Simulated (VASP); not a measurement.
Output of a VASP run:

### OSZICAR
```
       N       E                     dE             d eps       ncg     rms          rms(c)
DAV:   1    -0.320677332326E+01   -0.32068E+01   -0.10869E+03  4000   0.279E+02
DAV:   2    -0.436736096146E+01   -0.11606E+01   -0.11232E+01  5015   0.316E+01
DAV:   3    -0.437156716094E+01   -0.42062E-02   -0.42056E-02  4465   0.145E+00
DAV:   4    -0.437156873319E+01   -0.15722E-05   -0.15706E-05  5575   0.244E-02
DAV:   5    -0.437156873309E+01    0.91930E-10   -0.13435E-09  4410   0.117E-04    0.854E-01
DAV:   6    -0.423473035525E+01    0.13684E+00   -0.65339E-02  3805   0.202E+00    0.518E-01
DAV:   7    -0.426148616431E+01   -0.26756E-01   -0.27410E-02  3820   0.119E+00    0.218E-01
DAV:   8    -0.424196782336E+01    0.19518E-01   -0.91683E-03  3825   0.704E-01    0.158E-02
DAV:   9    -0.424159525182E+01    0.37257E-03   -0.36335E-05  4980   0.494E-02    0.636E-03
DAV:  10    -0.424164682904E+01   -0.51577E-04   -0.16629E-05  4075   0.371E-02    0.337E-03
DAV:  11    -0.424160283883E+01    0.43990E-04   -0.10470E-05  4295   0.217E-02    0.108E-04
DAV:  12    -0.424160256811E+01    0.27073E-06   -0.31178E-08  4280   0.122E-03    0.831E-05
DAV:  13    -0.424160273416E+01   -0.16605E-06   -0.15176E-09  2945   0.428E-04    0.560E-05
DAV:  14    -0.424160267989E+01    0.54266E-07   -0.28692E-09  2260   0.492E-04
   1 F= -.42416027E+01 E0= -.42416027E+01  d E =0.000000E+00
       N       E                     dE             ncg
```

**OUTCAR**
```
------------------------ aborting loop because EDIFF is reached ----------------------------------------
  FORCE on cell =-STRESS in cart. coord.  units (eV):
  Direction    XX          YY          ZZ          XY          YZ          ZX
  --------------------------------------------------------------------------------------
  Total       -0.0009927     -0.0009927     -0.0009927     -0.0000000      0.0000000     -0.0000000
  in kB       -0.2032377     -0.2032377     -0.2032377     -0.0000000      0.0000000     -0.0000000
  external PRESSURE =      -0.2032377 kB  Pullay stress =       0.0000000 kB
  volume of cell :        7.83
      direct lattice vectors                 reciprocal lattice vectors
    -1.250697642  1.250697642  1.250697642     0.000000000  0.399776879  0.399776879
     1.250697642 -1.250697642  1.250697642     0.399776879  0.000000000  0.399776879
     1.250697642  1.250697642 -1.250697642     0.399776879  0.399776879  0.000000000
 POSITION                                       TOTAL-FORCE (eV/Angst)
 -----------------------------------------------------------------------------------
      0.00000      0.00000      0.00000         0.000000      0.000000      0.000000
 -----------------------------------------------------------------------------------
    total drift:                               -0.000000     -0.000000      0.000000
  FREE ENERGIE OF THE ION-ELECTRON SYSTEM (eV)
  ---------------------------------------------------
  free  energy   TOTEN  =        -4.2416026799 eV

  energy  without entropy=       -4.2416026799  energy(sigma->0) =       -4.24160268

 total charge

# of ion       s       p       d       tot
------------------------------------------
    1        0.394   0.776   0.000   1.170
```
(Selected blocks of OUTCAR.)

### POSCAR
```
Be
1
   -1.2506976424     1.2506976424     1.2506976424
    1.2506976424    -1.2506976424     1.2506976424
    1.2506976424     1.2506976424    -1.2506976424
Be
1
Direct
  0.0000000000   0.0000000000   0.0000000000
```

### Question
Reconstruct the remaining input files.

### Answer
This is not unique; one that fits is the input of the run itself, r2SCAN meta-GGA, plane waves, VASP's PBE PAW potentials (set 64).

**KPOINTS**
```
Automatic mesh
0
Gamma
23 23 23
0 0 0
```

**KPOINTS_OPT**
```
k-points along high-symmetry lines
10
Line-mode
Reciprocal
  0.000000   0.000000   0.000000 ! GAMMA
  0.500000  -0.500000   0.500000 ! H

  0.500000  -0.500000   0.500000 ! H
  0.000000   0.000000   0.500000 ! N

  0.000000   0.000000   0.500000 ! N
  0.000000   0.000000   0.000000 ! GAMMA

  0.000000   0.000000   0.000000 ! GAMMA
  0.250000   0.250000   0.250000 ! P

  0.250000   0.250000   0.250000 ! P
  0.500000  -0.500000   0.500000 ! H

  0.250000   0.250000   0.250000 ! P
  0.000000   0.000000   0.500000 ! N
```

### INCAR
```
SYSTEM = Be
PREC = Accurate; ENCUT = 400; LREAL = F
LASPH = T
EDIFF = 1E-7; NELM = 100; ALGO = Normal
LMIXTAU = T
ISMEAR = -5
METAGGA = R2SCAN
ISIF = 2
LWAVE = F; LCHARG = F; LORBIT = 11
NEDOS = 601
```

POTCAR, in this order: Be (PBE.64 set). Program: vasp_std.

For a metal the tetrahedron method with Blöchl corrections gives inexact stress and forces.

The structure was generated: Be was put into the bcc type (Im-3m), which need not be its known phase. It was relaxed first.
